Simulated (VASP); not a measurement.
These are r2SCAN meta-GGA, VASP's PBE PAW potentials (set 64) (plane waves; VASP) values and carry that method's errors.

VASP input:

INCAR:
```
SYSTEM  =  TiTe2
PREC  =  Accurate; ENCUT  =  400; LREAL  =  .FALSE.
LASPH  =  .TRUE.
EDIFF  =  1E-7; NELM  =  100; ALGO  =  Normal
LMAXMIX  =  4; LMIXTAU  =  .TRUE.
ISMEAR  =  -5
METAGGA  =  R2SCAN
ISIF  =  2
LWAVE  =  .FALSE.; LCHARG  =  .FALSE.; LORBIT  =  11
NEDOS  =  601
LEFG  =  .TRUE.
```

KPOINTS:
```
Automatic mesh
0
Gamma
5 5 5
0 0 0
```

**POSCAR**
```
TiTe2
6.8381910
  1.0000000424   0.0000000000   0.0000000000
  0.0000000000   1.0000000424   0.0000000000
  0.0000000000   0.0000000000   1.0000000424
Ti Te
4 8
Cart
  0.0000000000   0.0000000000   0.0000000000
  0.5000000212   0.5000000212   0.0000000000
  0.0000000000   0.5000000212   0.5000000212
  0.5000000212   0.0000000000   0.5000000212
  0.3611405656   0.3611405656   0.3611405656
  0.8611405868   0.1388594556   0.6388594768
  0.6388594768   0.8611405868   0.1388594556
  0.1388594556   0.6388594768   0.8611405868
  0.6388594768   0.6388594768   0.6388594768
  0.1388594556   0.8611405868   0.3611405656
  0.3611405656   0.1388594556   0.8611405868
  0.8611405868   0.3611405656   0.1388594556
```

**KPOINTS_OPT**
```
k-points along high-symmetry lines
8
Line-mode
Reciprocal
  0.000000   0.000000   0.000000 ! GAMMA
  0.000000   0.500000   0.000000 ! X

  0.000000   0.500000   0.000000 ! X
  0.500000   0.500000   0.000000 ! M

  0.500000   0.500000   0.000000 ! M
  0.000000   0.000000   0.000000 ! GAMMA

  0.000000   0.000000   0.000000 ! GAMMA
  0.500000   0.500000   0.500000 ! R

  0.500000   0.500000   0.500000 ! R
  0.000000   0.500000   0.000000 ! X

  0.500000   0.500000   0.500000 ! R
  0.500000   0.500000   0.000000 ! M

  0.500000   0.500000   0.000000 ! M
  0.500000   0.000000   0.000000 ! X_1
```

POTCAR, in this order: Ti_sv Te (PBE.64 set). Program: vasp_std.

Unless said otherwise, spin-orbit coupling is left out, though it shifts the bands of the heavy elements here.

### Question
Predict the energy per atom (σ→0), band gap (over mesh and band path).

### Answer

energy per atom (σ→0): -21.822 eV/atom
band gap (over mesh and band path): none (metal, semimetal or under 0.01 eV)

File OSZICAR:
```
...
DAV:  26    -0.261869557345E+03    0.41526E-07   -0.12495E-08   684   0.551E-04
   1 F= -.26186956E+03 E0= -.26186956E+03  d E =0.000000E+00
       N       E                     dE             ncg
       N       E                     dE             ncg
       N       E                     dE             ncg
       N       E                     dE             ncg
       N       E                     dE             ncg
       N       E                     dE             ncg
```

The structure was generated: TiTe2 was put into the pyrite type (Pa-3), which need not be its known phase. It was relaxed first, which changed the volume by -19 %.
